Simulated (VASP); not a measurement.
Data:

```yaml
crystal:
  lattice:
    - [1.37608, -2.38343, 0.00000]
    - [1.37608, 2.38343, 0.00000]
    - [0.00000, 0.00000, 4.39724]
  atoms:
    - { symbol: Tc, position: [0.33333, 0.66667, 0.25000] }
    - { symbol: Tc, position: [0.66667, 0.33333, 0.75000] }
```

Computed with optB88-vdW, VASP's PBE PAW potentials (set 64) (plane waves; VASP). Numerical set-up: 520 eV cut-off, Gaussian smearing of 0.050 eV, potentials Tc_pv.

### Question
Predict the band gap (along the path) with the smallest direct gap where there is one.

### Answer

```yaml
band gap (along the path): none (metal, semimetal or under 0.01 eV)
```

Total energies compare only between runs with the same potentials, cut-off and functional.

The compound is Tc in the hcp structure. It was relaxed first.
